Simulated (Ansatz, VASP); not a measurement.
# CaI2: VASP beside Ansatz

One calculation is typed for both programs; each brings its own data sets. How far apart do they land? Of the first pair: The structure shown is the end of the Ansatz relaxation below.

Program: Ansatz 0.2.0. Level of theory: plane waves, with VASP 6.6.1 beside it; single point at PBEsol. Results are calculated unless marked as measured.

## Step 1: The starting structure

The cell holds 3 atoms: 1 Ca and 2 I. Its edges and angles: a = 4.438 Å, b = 4.438 Å, c = 30.400 Å, α = 90.0°, β = 90.0°, γ = 120.0°. Vacuum lies along c.

## Step 2: Ansatz: relaxation, PBEsol

Ansatz runs on its default PAW (the set named soft_2) files.

This run makes the geometry at which the two programs are then compared.

input.yaml

```yaml
crystal:
  lattice:
    - [4.437919552, 0.0, 0.0]
    - [-2.218959776, 3.8433510719, 0.0]
    - [0.0, 0.0, 30.4]
  atoms:
    - { symbol: Ca, position: [0.0, 0.0, 0.3289473684] }
    - { symbol: I, position: [0.3333333333, 0.6666666667, 0.3867933929] }
    - { symbol: I, position: [0.6666666667, 0.3333333333, 0.2711013439] }
  periodic: [true, true, false]
kpoints:
  mp_grid: { grid: [6, 6, 1] }
hamiltonian:
  xc: pbesol
scf:
  occupations: { method: gaussian, width: 0.02 }
output:
  forces: true
  stress: true
  eigenvalues: true
  write_density: true
  write_potential: true
  elf: true
  volumetric_format: npy
relax:
  adjacent_minimum: "off"
  f_tol: 0.005
  max_steps: 80
  cell: { stress_2d_tol: 0.02 }
```

Launch:

```
ansatz run input.yaml --threads 8 --pin off --max-ram 14336MiB --backend cpu --events-out ev --progress --plain --runs-dir out
```

Numbers of over 12 decimals in the logs are rounded to 6 here.

What it wrote:

```text
Engine: ansatz 0.2.0, aarch64-unknown-linux-gnu
Pseudopotentials: kind: paw
Pseudopotential: Ca, paw, valence charge 10, recommended cutoff 420 eV (normal), Ca.paw.azcp
Pseudopotential: I, paw, valence charge 17, recommended cutoff 420 eV (normal), I.paw.azcp
Functional definition: PBEsol
  exchange = pbesol_x
  correlation = pbesol_c
Crystal: 3 atoms, lattice volume = 518.517 Å³
Basis set: ecut = 420 eV, 10199 PW (Γ), exchange–correlation on 60×60×432 points (8 copies of the dense FFT grid, shifted against one another)
Bands: 27, of which v1, the nominal top of the filled ones, is band 22 counted from 1 (21 counted from 0)
Symmetry: 12 space group operations
Space group: P-3m1 (ITA 164), of the structure as read, at distance tolerance 8.0e-5 Å
k-points: 7 of 36
Non-local potential: Ca, projectors of the file, l = 0: 3, l = 1: 2, l = 2: 2
Non-local potential: I, projectors of the file, l = 0: 2, l = 1: 2, l = 2: 2, l = 3: 2
PAW form: soft (Blöchl's): semilocal exchange-correlation on the pseudo side does not see the compensation charge
PAW frozen core: Ca, regenerated for the run's functional, and the local potential with it (the file was generated under x = pbe(κ = 0.804, μ = 0.219515), c = pbe(β = 0.066725))
PAW frozen core: I, regenerated for the run's functional, and the local potential with it (the file was generated under x = pbe(κ = 0.804, μ = 0.219515), c = pbe(β = 0.066725))
PAW one-centre angular grid: Ca, 110 points (default); XC on 64 Gauss nodes
PAW one-centre angular grid: I, 590 points (default); XC on 64 Gauss nodes
Initial density: superposition of atomic densities (neutral atoms: chi_scale 0, normalization atom), corrected by the library's trained network
Initial wavefunctions: pseudopotential atomic-orbital guess
Functional: x = pbesol(κ = 0.804, μ = 0.123457), c = pbesol(β = 0.046)
SCF iter   1: F=—  HF=-16663.169314 eV  |F-HF|=—  |Δ(HF+E_count)|=         —  Δρ=1.04e-3  dr2=8.31e-3  ethr=1.77e-3  ⟨swp⟩=22.1  Hψ=1801  notcnv=0
preconditioner: auto → Resta (q_TF=auto, 1.809 Å⁻¹)  ε∞=1.5  [insulator: Δε(μ)=3.729 eV  Ē_g=8.818 eV  σ=0.020 eV  W_gap=1.00  n_scr=58 (ndim 8)  ℏωp=6.5 eV  f_vac=0.758  D(μ)=0.00/eV (n_scr^D=0)  ε∞_Penn≈1.5  vacuum switching on, ρ_ref=5.6e-3 e/Å³]
SCF iter   2: F=—  HF=-16663.168163 eV  |F-HF|=—  |Δ(HF+E_count)|=   1.15e-3  Δρ=5.08e-4  dr2=1.03e-3  ethr=1.89e-5  ⟨swp⟩=4.7  Hψ=513  notcnv=0  defer=7
SCF iter   3: F=—  HF=-16663.168506 eV  |F-HF|=—  |Δ(HF+E_count)|=   3.43e-4  Δρ=2.24e-4  dr2=2.49e-4  ethr=2.33e-6  ⟨swp⟩=3.6  Hψ=433  notcnv=0  defer=7
SCF iter   4: F=—  HF=-16663.168654 eV  |F-HF|=—  |Δ(HF+E_count)|=   1.48e-4  Δρ=5.17e-5  dr2=1.17e-5  ethr=5.65e-7  ⟨swp⟩=2.0  Hψ=242  notcnv=0  defer=7
SCF iter   5: F=—  HF=-16663.168803 eV  |F-HF|=—  |Δ(HF+E_count)|=   1.49e-4  Δρ=7.64e-6  dr2=3.51e-7  ethr=2.65e-8  ⟨swp⟩=3.1  Hψ=285  notcnv=0  defer=7
SCF iter   6: F=-16663.168803 eV  HF=-16663.168803 eV  |F-HF|=8.03e-8  |Δ(HF+E_count)|=   2.54e-7  Δρ=2.61e-6  dr2=2.08e-8  ethr=2.27e-10  ⟨swp⟩=23.9  Hψ=1808  notcnv=0
SCF 1 converged in 6 iterations: F = -16663.168803 eV  dr2 = 2.08e-8
  greatest PAW one-centre occupation: 0.999 electrons in one spin orbital (limit 2), on the I atom at site 2 (counted from 0), in its partial waves of l = 2
relax step   1: F+E_penalty+E_count = -16663.16880338 eV  Δ(F+E_penalty+E_count) = +0.000e0 eV  max|allowed force component| = 2.779e-4 eV/Å  Δτ_max = 0.0000 Å  P = -0.017 N/m  Ω = 518.517 Å³  fix = [c, alpha, beta]  reactions: c +0.000 N/m  (6 SCF iters, dr2 threshold 1.00e-7 eV, accepted)
Initial density: handed on by an earlier stage of this run
Initial wavefunctions: pseudopotential atomic-orbital guess (no wavefunctions were taken with the density)
iter 1 solved again at ethr=1.28e-5 eV; its pass at ethr=3.10e-3 eV (dr2=5.64e-3 eV) is discarded
SCF iter   1: F=—  HF=-16663.168651 eV  |F-HF|=—  |Δ(HF+E_count)|=         —  Δρ=8.26e-6  dr2=3.40e-7  ethr=1.28e-5  ⟨swp⟩=4.1  Hψ=2278  notcnv=0
eigensolver tolerance schedule: the retry pair's looser diagonalisation over-reported the residual by 16608.45 of it (diagonalisation noise at an unbounded share of the residual, at the tolerance the schedule requests for it); recorded, not acted on — ethr = c·dr2/N_el stays at c = 1.0e-1
preconditioner: auto → Resta (q_TF=auto, 1.809 Å⁻¹)  ε∞=1.5  [insulator: Δε(μ)=3.753 eV  Ē_g=8.842 eV  σ=0.020 eV  W_gap=1.00  n_scr=58 (ndim 8)  ℏωp=6.5 eV  f_vac=0.758  D(μ)=0.00/eV (n_scr^D=0)  ε∞_Penn≈1.5  vacuum switching on, ρ_ref=5.7e-3 e/Å³]
SCF iter   2: F=—  HF=-16663.168803 eV  |F-HF|=—  |Δ(HF+E_count)|=   1.53e-4  Δρ=5.61e-6  dr2=3.84e-7  ethr=7.72e-10  ⟨swp⟩=5.6  Hψ=610  notcnv=0
SCF iter   3: F=—  HF=-16663.168803 eV  |F-HF|=—  |Δ(HF+E_count)|=   9.24e-8  Δρ=3.12e-6  dr2=6.11e-8  ethr=7.72e-10  ⟨swp⟩=2.1  Hψ=244  notcnv=0
SCF iter   4: F=—  HF=-16663.168803 eV  |F-HF|=—  |Δ(HF+E_count)|=   8.25e-9  Δρ=1.51e-6  dr2=1.86e-8  ethr=1.39e-10  ⟨swp⟩=3.0  Hψ=379  notcnv=0
SCF iter   5: F=—  HF=-16663.168803 eV  |F-HF|=—  |Δ(HF+E_count)|=  9.02e-10  Δρ=3.16e-7  dr2=4.00e-10  ethr=4.23e-11  ⟨swp⟩=3.4  Hψ=390  notcnv=0
SCF iter   6: F=—  HF=-16663.168803 eV  |F-HF|=—  |Δ(HF+E_count)|=  3.89e-10  Δρ=5.11e-8  dr2=1.01e-11  ethr=1.00e-12  ⟨swp⟩=3.0  Hψ=382  notcnv=0
SCF iter   7: F=-16663.168803 eV  HF=-16663.168803 eV  |F-HF|=5.82e-11  |Δ(HF+E_count)|=  2.91e-11  Δρ=1.56e-8  dr2=1.48e-12  ethr=1.00e-12  ⟨swp⟩=10.3  Hψ=1094  notcnv=0
SCF 2 converged in 7 iterations: F = -16663.168803 eV  dr2 = 1.48e-12
relax step   2: F+E_penalty+E_count = -16663.16880338 eV  Δ(F+E_penalty+E_count) = -4.944e-9 eV  max|allowed force component| = 2.537e-4 eV/Å  Δτ_max = 0.0000 Å  P = -0.017 N/m  Ω = 518.517 Å³  fix = [c, alpha, beta]  reactions: c +0.000 N/m  stress off target by 1.72e-2 N/m on what of the cell is left free  SCF on the basis re-selected at this cell (its energy is not comparable with the rows above)  (7 SCF iters)
basis re-selected at this cell: Δ(F+E_penalty+E_count) = -4.944e-9 eV, ΔP = -0.000 N/m vs the last step (what re-selecting the basis moved, of the pressure what is left beyond the Pulay correction that the steps carried, after the strain that the cell walked since its last selection, with what the two solves' SCF thresholds leave and, on support functions, any second-order correction that the steps lacked; it is no m [...]
WARN: The output density's exchange-correlation potential varies sharply where the density is thin. Do not read a vacuum level from v_tot or v_xc, or from such a field of the output density. On a cell that repeats whose density bears no net charge and no dipole along the vacuum's axis use v_es (v_loc + v_h of the components); under efield.dipole_correction with no amplitude use v_es + v_field, which holds any externa [...]
SCF converged after 7 iterations
Free energy (F): -16663.168803 eV
Harris-Foulkes:  -16663.168803 eV  (|F-HF|=5.82e-11)
Internal energy: -16663.168803 eV  (E = F + TS)
E sigma→0 (E₀):  -16663.168803 eV
Fermi energy:    -4.793371 eV
--- Per-component energies (eV) ---
  E_band       = -1415.116905
  E_kinetic    = 656.017690
  E_local      = -63684.529316  (includes V_loc(G=0)·N_el)
  E_nonlocal   = -112.162040
  E_hartree    = 31526.692071
  E_xc         = -389.897658
  E_vxc        = -426.800646  (∫ρ·V_xc dr)
  E_paw        = -10311.147006  (= ΣΔE_a)
  E_vpaw       = -901.026778  (= ΣTr[D̂ρ^β])
  E_aug_tail   = 0.000011  (compensation charges beyond the density's cutoff)
  E_ewald      = 25650.914366
  E_core_change = 0.943078  (= ΣΔE_core)
  E_smearing   = -0.000000  (= −TS)
  E_closure    = 0.000000  (closes the sum)
  Σ components = -16663.168803   (vs F -16663.168803, Δ=0.00e0)
--- Forces (eV/Å), atoms counted from 1 ---
  atom   1  Ca     0.00000000    -0.00000000     0.00000000
  atom   2  I      0.00000000     0.00000000    -0.00025366
  atom   3  I     -0.00000000    -0.00000000     0.00025366
  max |Σ_I F_I| component: 2.89e-19 eV/Å
--- 2D stress c σ (N/m, compression-positive) ---
       -0.017242       0.000000       0.000000
        0.000000      -0.017242       0.000000
        0.000000       0.000000       0.000000
  P = ½ c Tr σ = -0.0172 N/m
--- Band table (eV; the first three rows and the last of 7) ---
  k-point 0: bands = [... 18 lower, -7.3531, -7.0911, -6.6699, -6.6699, -2.1700, -2.0504, -2.0504, -1.6687, ... 1 higher]
  k-point 1: bands = [... 18 lower, -7.3808, -7.3044, -6.9421, -6.8487, -2.3482, -1.7625, -1.7111 (-1.7111°), -1.3634, ... 1 higher]
  k-point 2: bands = [... 18 lower, -7.8024, -7.4231, -7.1722, -7.1299, -2.7540, -1.3631, -1.2481, -0.8793, ... 1 higher]
  k-point 6: bands = [... 18 lower, -8.3908, -7.8097, -7.4442, -7.4442, -1.7475, -1.5614, -1.5614, -0.5893, ... 1 higher]
  ° read free of the cell's end (the report's vacuum.weakly_bound_levels)
--- Relaxed structure (1 steps of the walk, 1 accepted, 1 SCFs on fresh bases) ---
  F+E_penalty+E_count = -16663.16880338 eV   max|allowed force component| = 2.537e-4 eV/Å   (the final SCF, on the basis selected at the relaxed cell)
  cell:  # Å, volume = 518.5171 Å³
    - [4.437920, 0.0, 0.0]
    - [-2.218960, 3.843351, 0.0]
    - [0.0, 0.0, 30.4]
  atoms:
    - { symbol: Ca, position: [0.0, 0.0, 0.328947] }
    - { symbol: I, position: [0.333333, 0.666667, 0.386793] }
    - { symbol: I, position: [0.666667, 0.333333, 0.271101] }
```

The column dr2 measures how far the density is from self-consistency, as an energy; F and HF (Harris–Foulkes) agree once it is small.

## Step 3: VASP: single point, PBEsol, relaxed cell, pair 1

The same cell, functional, mesh and smearing now go to VASP, with its own data sets.

Lines of VASP's logs that name or quote its potential files are left out, and so is its time.

INCAR

```
SYSTEM = CaI2
PREC = Accurate
ENCUT = 400
EDIFF = 1E-06
NELM = 120
ISMEAR = 0
SIGMA = 0.02
LREAL = .FALSE.
ALGO = Normal
GGA = PS
NBANDS = 18
LORBIT = 11
LWAVE = .FALSE.
LCHARG = .FALSE.
ISIF = 2
LDIPOL = .TRUE.
IDIPOL = 3
DIPOL = 0.5 0.5 0.329
LVHAR = .TRUE.
LASPH = .TRUE.
GGA_COMPAT = .FALSE.
EFERMI = MIDGAP
NELMDL = -8
```

POSCAR

```
CaI2
1.0
    4.4379195520      0.0000000000      0.0000000000
   -2.2189597760      3.8433510719      0.0000000000
    0.0000000000      0.0000000000     30.4000000000
Ca I
1 2
Direct
    0.0000000000      0.0000000000      0.3289473684
    0.3333333333      0.6666666667      0.3867933929
    0.6666666667      0.3333333333      0.2711013439
```

KPOINTS

```
Automatic mesh
0
Gamma
6 6 1
0 0 0
```

The projector-augmented-wave data sets are Ca_sv and I (PBE family, release 64).

Launch:

```
mpirun -np 1 vasp_std
```

What it wrote:

```text
[banner, memory and clock lines left out]
running    1 mpi-ranks, on    1 nodes
 distrk:  each k-point on    1 cores,    1 groups
 distr:  one band on    1 cores,    1 groups

 POSCAR found type information on POSCAR CaI
 POSCAR found :  2 types and       3 ions
|                                                                             |
|               ----> ADVICE to this user running VASP <----                  |
|                                                                             |
|     You enforced a specific xc type in the INCAR file but a different       |
|     [... a line on the potential file left out ...]
|     I HOPE YOU KNOW WHAT YOU ARE DOING!                                     |
|                                                                             |

 LDA part: xc-table for (Slater+PW92), standard interpolation
 POSCAR, INCAR and KPOINTS ok, starting setup
 FFT: planning ... GRIDC
 FFT: planning ... GRID_SOFT
 FFT: planning ... GRID
 WAVECAR not read
 entering main loop
       N       E                     dE             d eps       ncg     rms          rms(c)
DAV:   1     0.113956302851E+03    0.11396E+03   -0.84499E+03   356   0.741E+02
DAV:   2     0.413043337962E+01   -0.10983E+03   -0.10832E+03   342   0.167E+02
DAV:   3    -0.103730675476E+02   -0.14504E+02   -0.14483E+02   464   0.491E+01
DAV:   4    -0.105783648783E+02   -0.20530E+00   -0.20463E+00   356   0.775E+00
DAV:   5    -0.105906472622E+02   -0.12282E-01   -0.12267E-01   448   0.143E+00
DAV:   6    -0.105907787060E+02   -0.13144E-03   -0.13141E-03   352   0.160E-01
DAV:   7    -0.105907838847E+02   -0.51786E-05   -0.51782E-05   440   0.262E-02
DAV:   8    -0.105907839701E+02   -0.85440E-07   -0.85217E-07   328   0.406E-03    0.479E+00
DAV:   9    -0.105015869795E+02    0.89197E-01   -0.13824E-01   326   0.214E+00    0.268E+00
DAV:  10    -0.104803250441E+02    0.21262E-01   -0.16050E-01   368   0.230E+00    0.667E-01
DAV:  11    -0.104818460311E+02   -0.15210E-02   -0.11208E-02   368   0.719E-01    0.293E-01
DAV:  12    -0.104819366264E+02   -0.90595E-04   -0.60880E-04   448   0.127E-01    0.104E-01
DAV:  13    -0.104819851943E+02   -0.48568E-04   -0.45702E-04   342   0.126E-01    0.468E-02
DAV:  14    -0.104820675841E+02   -0.82390E-04   -0.91055E-05   336   0.420E-02    0.267E-02
DAV:  15    -0.104822946605E+02   -0.22708E-03   -0.13170E-04   312   0.425E-02    0.552E-02
DAV:  16    -0.104823729527E+02   -0.78292E-04   -0.21851E-05   342   0.180E-02    0.125E-02
DAV:  17    -0.104824931070E+02   -0.12015E-03   -0.10670E-05   324   0.139E-02    0.548E-03
DAV:  18    -0.104825428002E+02   -0.49693E-04   -0.44801E-06   336   0.657E-03    0.168E-03
DAV:  19    -0.104825920806E+02   -0.49280E-04   -0.11591E-06   328   0.412E-03    0.963E-04
DAV:  20    -0.104826084846E+02   -0.16404E-04   -0.23178E-07   304   0.190E-03    0.901E-04
DAV:  21    -0.104826202592E+02   -0.11775E-04   -0.34917E-07   272   0.202E-03    0.768E-04
DAV:  22    -0.104826236357E+02   -0.33765E-05   -0.36464E-08   278   0.828E-04    0.322E-04
DAV:  23    -0.104826269939E+02   -0.33581E-05   -0.77791E-08   258   0.682E-04    0.373E-04
DAV:  24    -0.104826278835E+02   -0.88961E-06   -0.39968E-09   246   0.337E-04
   1 F= -.10482628E+02 E0= -.10482628E+02  d E =0.000000E+00
```

OUTCAR, selected parts (step 3):

```text
ion  position               nearest neighbor table
   1  0.000  0.000  0.329-   2 3.11   3 3.11   2 3.11   3 3.11   3 3.11   2 3.11
   2  0.333  0.667  0.387-   1 3.11   1 3.11   1 3.11
   3  0.667  0.333  0.271-   1 3.11   1 3.11   1 3.11

  LATTYP: Found a hexagonal cell.
 ALAT       =     4.4379195520
 C/A-ratio  =     6.8500565735

 Subroutine GETGRP returns: Found 12 space group operations
 (whereof  6 operations were pure point group operations)

The static configuration has the point symmetry C_3v.
 The point group associated with its full space group is D_3d.

 Found      7 irreducible k-points:

   k-points           NKPTS =      7   k-points in BZ     NKDIM =      7   number of bands    NBANDS=     18

   dimension x,y,z NGX =    30 NGY =   30 NGZ =  200
   dimension x,y,z NGXF=    60 NGYF=   60 NGZF=  400

   ENCUT  =  400.0 eV  29.40 Ry    5.42 a.u.   7.24  7.24 49.57*2*pi/ulx,y,z

   NELECT =      24.0000    total number of electrons

 k-points in reciprocal lattice and weights: Automatic mesh
   0.00000000  0.00000000  0.00000000       0.028
   0.16666667 -0.00000000  0.00000000       0.167
   0.33333333  0.00000000  0.00000000       0.167
   0.50000000 -0.00000000  0.00000000       0.083
   0.16666667  0.16666667  0.00000000       0.167
   0.33333333  0.16666667  0.00000000       0.333
   0.33333333  0.33333333  0.00000000       0.056

 dipolmoment           0.000000      0.000000      0.000006 electrons x Angstroem

 average (electrostatic) potential at core
       1 -52.9765       2 -98.8629       3 -98.8629

 E-fermi :  -2.9611

 k-point     1 :       0.0000    0.0000    0.0000
  band No.  band energies     occupation
    ...
      8      -5.5213      2.00000
      9      -5.5213      2.00000
     10      -5.2556      2.00000
     11      -4.8330      2.00000
     12      -4.8330      2.00000
     13      -0.3401      0.00000
     14      -0.2220      0.00000
     15      -0.2220      0.00000
     16       0.1622      0.00000
     17       0.5971      0.00000
    ...

 k-point     2 :       0.1667   -0.0000    0.0000
  band No.  band energies     occupation
    ...
      8      -6.0180      2.00000
      9      -5.5485      2.00000
     10      -5.4701      2.00000
     11      -5.1051      2.00000
     12      -5.0128      2.00000
     13      -0.5200      0.00000
     14       0.0674      0.00000
     15       0.1203      0.00000
     16       0.4674      0.00000
     17       0.7221      0.00000
    ...

 k-point     3 :       0.3333    0.0000    0.0000
  band No.  band energies     occupation
    ...
      8      -6.5590      2.00000
      9      -5.9688      2.00000
     10      -5.5901      2.00000
     11      -5.3376      2.00000
     12      -5.2932      2.00000
     13      -0.9263      0.00000
     14       0.4681      0.00000
     15       0.5842      0.00000
     16       0.9513      0.00000
     17       1.2140      0.00000
    ...

  Total        0.0371856      0.0371856      0.0454943      0.0000000      0.0000000      0.0000000
  in kB        0.1149007      0.1149007      0.1405738      0.0000000      0.0000000      0.0000000
  external PRESSURE =       0.1234584 kB  Pullay stress =       0.0000000 kB

  energy-cutoff  :      400.00
  volume of cell :      518.52
      direct lattice vectors                 reciprocal lattice vectors
     4.437919552  0.000000000  0.000000000     0.225330808  0.130094803  0.000000000
    -2.218959776  3.843351072  0.000000000     0.000000000  0.260189606  0.000000000
     0.000000000  0.000000000 30.400000000     0.000000000  0.000000000  0.032894737

 POSITION                                       TOTAL-FORCE (eV/Angst)
 -----------------------------------------------------------------------------------
      0.00000      0.00000     10.00000         0.000000      0.000000      0.000000
     -0.00000      2.56223     11.75852        -0.000000     -0.000000      0.017783
      2.21896      1.28112      8.24148         0.000000      0.000000     -0.017783
 -----------------------------------------------------------------------------------
    total drift:                               -0.000000     -0.000000      0.000069

  FREE ENERGIE OF THE ION-ELECTRON SYSTEM (eV)
  ---------------------------------------------------
  free  energy   TOTEN  =       -10.4826278835 eV

  energy  without entropy=      -10.4826278835  energy(sigma->0) =      -10.48262788

 vacuum level on the upper side and lower side of the slab         1.833         1.833

 total charge
# of ion       s       p       d       tot
------------------------------------------
    1        2.033   5.847   0.227   8.106
    2        1.499   2.832   0.007   4.338
    3        1.499   2.832   0.007   4.338
--------------------------------------------------
tot          5.030  11.511   0.241  16.782

[... 3 further parts left out ...]
```

The run ends at a pressure of 0.01 GPa, with forces up to 0.018 eV/Å.

## Step 4: Side by side

Known differences besides the potentials themselves: Ansatz cuts the interaction across the vacuum, VASP repeats the sheet with a dipole correction; the data sets hold 44 valence electrons in Ansatz (on its default PAW (the set named soft_2) files) and 24 in VASP; the cutoff is 420 eV in Ansatz and 400 eV in VASP; Ansatz makes its cores anew for this functional, VASP keeps those of its PBE data sets. Total energies have different zeros and are not compared.

Both answers:

```
              quantity  Ansatz   VASP  difference
gap on the k mesh (eV)   3.753  3.744      +0.009
```

At this near-relaxed geometry the largest component of a force difference is 18 meV/Å. A gap on the mesh is an upper bound, since the band edges may lie between its points. With vacuum in the cell, a pressure given here is an average over mostly empty space and none of the material.

(Part 1 of 2 ends here.)

[Lines on the potential files, build, host, timing and source positions are cut from VASP's logs without a mark.]

[Logs are printed without paths, hosts, clocks, repeated set-up lines and the standing remarks that a program may print on its own settings, such as how far it seeks lower states.]

[Hosts, paths, dates, database ids (printed as entryN), source tags and the programs' standing remarks are cut or masked in the printed files.]
